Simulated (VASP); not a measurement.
```xyz
1
Lattice="-1.6288 1.6288 2.5194 1.6288 -1.6288 2.5194 1.6288 1.6288 -2.5194" Properties=species:S:1:pos:R:3 pbc="T T T"
In     0.0000     0.0000     0.0000
```

The numbers are results of rev-vdW-DF2, VASP's PBE PAW potentials (set 64) (plane waves; VASP), not measurements. Settings: 520 eV cut-off, 14×14×14 Γ-centred mesh, first-order Methfessel-Paxton smearing of 0.10 eV, potentials In_d.

Unless said otherwise, spin-orbit coupling is left out, though it shifts the bands of the heavy elements here.

What does the run give for the energy per atom (σ→0), band gap (on the k-mesh) with the smallest direct gap where there is one?

The band gap (on the k-mesh) comes out as none (metal, semimetal or under 0.01 eV) and the energy per atom (σ→0) is 0.218 eV/atom.

Only differences to runs with the same potentials and settings are physical.

The compound is In in the bct structure. It was relaxed first. The start is the result of an earlier pass.
